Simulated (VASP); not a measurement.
Crystal: Al3BiO3.

```
CELL_PARAMETERS angstrom
3.04815 0.00000 0.00000
-1.52408 2.63978 0.00000
0.00000 0.00000 12.52500
ATOMIC_POSITIONS crystal
Al 0.33333 0.66667 0.63106
Al 0.00000 0.00000 0.40176
Al 0.33333 0.66667 0.14068
Bi 0.00000 0.00000 0.92758
O 0.33333 0.66667 0.49277
O 0.00000 0.00000 0.66747
O 0.66667 0.33333 0.34371
```

The cell was built by a generator and needn't be a form met in nature.

```yaml
Program: VASP 6.6.1
Task: relaxation of cell and atoms
Functional: PBE
Potentials_or_basis: VASP PAW PBE potentials, release 64 (Al, Bi_d, O)
Cutoff: 520 eV
k_mesh: 12 × 12 × 4
Occupations: gaussian, width 0.1 eV
Spin: no spin polarisation
```

At the start: pressure 4.0 GPa; volume 14.40 Å³/atom.

Question: How do energy, volume and symmetry change on relaxing?

Answer: Over 27 steps the energy falls by 32.4 meV/atom and the volume is 15.96 Å³/atom (+10.8 %); space group P3m1 (No. 156, to 0.05 Å).

The path:
```csv
step,energy change (eV),largest force (eV/Å),pressure (GPa),volume (Å³)
1,0.0000,0.4018,4.00,100.78
2,-0.0557,1.3967,-1.70,106.09
3,-0.0706,0.9022,-0.03,104.33
4,-0.1198,0.4672,-0.74,105.99
5,-0.1280,0.5927,-1.11,106.95
6,-0.1622,0.3830,-0.07,106.96
7,-0.1716,0.4275,0.86,106.94
8,-0.1966,0.3079,0.50,107.97
9,-0.2120,0.3779,0.00,109.62
10,-0.2225,0.0990,0.11,110.36
11,-0.2229,0.1003,0.15,110.55
12,-0.2239,0.3115,-0.05,111.04
13,-0.2244,0.1619,0.01,110.86
14,-0.2255,0.0780,-0.01,111.13
15,-0.2255,0.0737,-0.02,111.12
16,-0.2259,0.0459,0.05,111.15
17,-0.2260,0.0436,0.11,111.17
18,-0.2261,0.0695,-0.01,111.38
19,-0.2261,0.0483,0.00,111.33
20,-0.2263,0.0236,-0.03,111.48
21,-0.2263,0.0266,-0.06,111.57
22,-0.2264,0.0199,0.00,111.61
23,-0.2264,0.0276,0.02,111.62
24,-0.2265,0.0129,0.03,111.66
25,-0.2265,0.0175,0.02,111.67
26,-0.2265,0.0188,0.00,111.73
27,-0.2265,0.0099,0.00,111.71
```

Final structure:
```
Al Bi O
1.0
     3.04802    0.00000    0.00000
    -1.52401    2.63966    0.00000
     0.00000    0.00000   13.88442
Al Bi O
3 1 3
Direct
  0.33333 0.66667 0.62035
  0.00000 0.00000 0.40764
  0.33333 0.66667 0.13005
  0.00000 0.00000 0.93549
  0.33333 0.66667 0.49513
  0.00000 0.00000 0.65836
  0.66667 0.33333 0.35801
```
